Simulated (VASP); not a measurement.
Given:

```yaml
crystal:
  lattice:
    - [0.00000, 2.25223, 2.25223]
    - [2.25223, 0.00000, 2.25223]
    - [2.25223, 2.25223, 0.00000]
  atoms:
    - { symbol: Na, position: [0.00000, 0.00000, 0.00000] }
    - { symbol: F, position: [0.50000, 0.50000, 0.50000] }
```

Calculation: LDA (Ceperley-Alder, Perdew-Zunger), VASP's LDA PAW potentials (set 64) (plane waves; VASP 6.6.1). Numerical set-up: 520 eV cut-off, Gaussian smearing of 0.050 eV, potentials Na_pv F.

Q: Give the energies of bands 5 to 8 at the high-symmetry points, in eV from the valence-band maximum.

A: 
```tsv
band	Γ	X	U	L	W
5	0.00	-1.47	-1.22	-1.86	-1.01
6	0.00	-0.46	-0.97	-0.31	-1.01
7	0.00	-0.46	-0.43	-0.31	-0.68
8	6.43	13.10	12.88	10.91	13.35
```

The gap is direct, 6.43 eV, from the valence maximum at Γ to the conduction minimum at Γ.

Measured: gap 11.70 eV (computed value off by -5.27 eV), as given by David Koller et al., Journal of Physics Condensed Matter (2013), arXiv:1304.4470.

The compound is NaF in the rock salt structure. It was relaxed first, which changed the volume by -8 %.
